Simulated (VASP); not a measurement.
Here is the system:

```yaml
crystal:
  lattice:
    - [0.00000, 3.20967, 3.20967]
    - [3.20967, 0.00000, 3.20967]
    - [3.20967, 3.20967, 0.00000]
  atoms:
    - { symbol: Sn, position: [0.00000, 0.00000, 0.00000] }
    - { symbol: Te, position: [0.50000, 0.50000, 0.50000] }
```

Calculation: optB86b-vdW, VASP's PBE PAW potentials (set 64) (plane waves; VASP 6.6.1). Numerical set-up: 520 eV cut-off, 7×7×7 Γ-centred mesh, Gaussian smearing of 0.050 eV, potentials Sn_d Te.

Problem. Give the stress tensor in GPa (positive for a compressed cell).

Solution. 
```
-1.22   0.00   0.00
 0.00  -1.22   0.00
 0.00   0.00  -1.22
```
The pressure is its mean diagonal, -1.22 GPa.

The compound is SnTe in the rock salt structure, which distorts at low temperature. This cell is one point of a volume scan, at 1.03 of the reference volume.
